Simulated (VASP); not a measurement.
SnTe, 2 atoms in the cell. The structure is cubic, space group Fm-3m (No. 225). Conventional cell: a = 6.372 Å, b = 6.372 Å, c = 6.372 Å, α = 90.00°, β = 90.00°, γ = 90.00°. Sn (site symmetry m-3m) has 6 Te at 3.19 Å as nearest neighbours. Te (site symmetry m-3m) is surrounded by 6 Sn at 3.19 Å. The cell is a database's computed one.

```yaml
Program: VASP 6.6.1
Task: relaxation of cell and atoms
Functional: PBEsol
Potentials_or_basis: VASP PAW PBE potentials, release 64 (Sn, Te)
Cutoff: 580 eV
k_mesh: 12 × 12 × 12
Occupations: gaussian, width 0.1 eV
Spin: no spin polarisation
Further_INCAR_settings: ALGO = Fast; EDIFF = 1e-07; IBRION = 2; EDIFFG = -0.005; NSW = 90; ISIF = 3
```

Potentials or basis: VASP PAW PBE potentials, release 64 (Sn, Te).

Run with:

```sh
$ cat potpaw_PBE.64/Sn/POTCAR potpaw_PBE.64/Te/POTCAR > POTCAR
$ mpirun -np 1 vasp_std > vasp.out
```

Hardware: 1 thread of Intel(R) Xeon(R) 6975P-C (Granite Rapids), on a shared host.

Task: Estimate the wall time of this run.

Result: It took 42 s on 1 thread of Intel(R) Xeon(R) 6975P-C (Granite Rapids), with other jobs on the host, peak memory 0.26 GiB. Counts: scf iterations 31, k points 72, ion steps 3.
